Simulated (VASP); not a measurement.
```
AlAs
1.0
    0.00000     2.88660     2.88660
    2.88660     0.00000     2.88660
    2.88660     2.88660     0.00000
Al As
1 1
Cartesian
  0.00000   0.00000   0.00000
  1.44330   1.44330   1.44330
```

The base run (VASP): PBE GGA, plane waves, VASP's PBE PAW potentials (set 64). Run with 400 eV cut-off, 7×7×7 Γ-centred mesh, Gaussian smearing of 0.050 eV, potentials Al As.

One setting is varied; ΔE counts from the base run. The base run took about 4 core-seconds. The timings are rough (shared machines, no repeats); factors under 2 mean little.

```csv
setting,cost over the base run,electronic steps,ΔE (meV/atom)
base run,reference,12,0.0
"AMIX = 1.0, BMIX = 1.0, IMIX = 1",within a factor of 2,17,0.0
"AMIX = 0.1, BMIX = 0.0001, IMIX = 4",within a factor of 2,14,0.0
"AMIX = 0.05, BMIX = 3.0, IMIX = 4",within a factor of 2,14,0.0
"AMIX = 0.1, BMIX = 0.0001, IMIX = 1",about 3 times,28,0.0
"AMIX = 0.1, BMIX = 1.0, IMIX = 1",about 4 times,63,0.0
```

Left out are runs that failed, have no time on record or changed the cell.

The compound is AlAs in the zinc blende structure. The cell was not relaxed at this level.
